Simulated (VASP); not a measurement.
Ti3C:

```
Ti C
1.0
    -2.36670    2.36670    2.36670
     2.36670   -2.36670    2.36670
     2.36670    2.36670   -2.36670
Ti C
3 1
Direct
  0.00000 0.50000 0.50000
  0.50000 0.00000 0.50000
  0.50000 0.50000 0.00000
  0.00000 0.00000 0.00000
```

The cell was built by a generator and needn't be a form met in nature.

```yaml
Program: VASP 6.6.1
Task: relaxation of cell and atoms
Functional: PBE
Potentials_or_basis: VASP PAW PBE potentials, release 64 (Ti_sv, C)
Cutoff: 520 eV
k_mesh: 6 × 6 × 6
Occupations: gaussian, width 0.15 eV
Spin: no spin polarisation
```

At the start: pressure 8.0 GPa; volume 13.26 Å³/atom.

Problem. How do energy, volume and symmetry change on relaxing?

Solution. Over 3 steps the energy falls by 21.2 meV/atom and the volume is 14.14 Å³/atom (+6.6 %); space group Im-3m (No. 229, to 0.05 Å).

The path:
```
step  energy change (eV)  largest force (eV/Å)  pressure (GPa)  volume (Å³)
   1              0.0000                0.0000            7.99        53.03
   2             -0.0669                0.0000           -3.32        58.26
   3             -0.0846                0.0000           -0.27        56.55
```

Final structure:
```
Ti C
1.0
    -2.41803    2.41803    2.41803
     2.41803   -2.41803    2.41803
     2.41803    2.41803   -2.41803
Ti C
3 1
Direct
  0.00000 0.50000 0.50000
  0.50000 0.00000 0.50000
  0.50000 0.50000 0.00000
  0.00000 0.00000 0.00000
```
